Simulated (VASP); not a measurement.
The system is Ti3BiO3.

```
Ti Bi O
1.0
     4.67994    0.00000    0.00000
     0.00000    4.67994    0.00000
     0.00000    0.00000    4.67994
Ti Bi O
3 1 3
Direct
  0.50000 0.00000 0.00000
  0.00000 0.50000 0.00000
  0.00000 0.00000 0.50000
  0.50000 0.50000 0.50000
  0.50000 0.50000 0.00000
  0.00000 0.50000 0.50000
  0.50000 0.00000 0.50000
```

The cell was built by a generator and needn't be a form met in nature.

| Property | Result |
| --- | --- |
| Program | VASP 6.6.1 |
| Task | relaxation of cell and atoms |
| Functional | PBE |
| Potentials or basis | VASP PAW PBE potentials, release 64 (Ti_sv, Bi_d, O) |
| Cutoff | 520 eV |
| k mesh | 3 × 3 × 3 |
| Occupations | gaussian, width 0.15 eV |
| Spin | no spin polarisation |

At the start: pressure -6.7 GPa; volume 14.64 Å³/atom.

Task: Where does the relaxation end?

Result: Over 3 steps the energy falls by 22.6 meV/atom and the volume is 13.71 Å³/atom (-6.3 %); space group Pm-3m (No. 221, to 0.05 Å).

Step by step:
| step | energy change (eV) | largest force (eV/Å) | pressure (GPa) | volume (Å³) |
| --- | --- | --- | --- | --- |
| 1 | 0.0000 | 0.0000 | -6.74 | 102.50 |
| 2 | -0.1259 | 0.0000 | 3.86 | 93.63 |
| 3 | -0.1579 | 0.0000 | 0.19 | 96.00 |

Final structure:
```yaml
crystal:
  lattice:
    - [4.57893, 0.00000, 0.00000]
    - [0.00000, 4.57893, 0.00000]
    - [0.00000, 0.00000, 4.57893]
  atoms:
    - { symbol: Ti, position: [0.50000, 0.00000, 0.00000] }
    - { symbol: Ti, position: [0.00000, 0.50000, 0.00000] }
    - { symbol: Ti, position: [0.00000, 0.00000, 0.50000] }
    - { symbol: Bi, position: [0.50000, 0.50000, 0.50000] }
    - { symbol: O, position: [0.50000, 0.50000, 0.00000] }
    - { symbol: O, position: [0.00000, 0.50000, 0.50000] }
    - { symbol: O, position: [0.50000, 0.00000, 0.50000] }
```

Caveat: the k mesh is coarse (spacing up to 0.45 Å⁻¹), so the values aren't converged; an odd number of electrons without spin polarisation forces a metal; a magnetic or distorted state may lie lower.
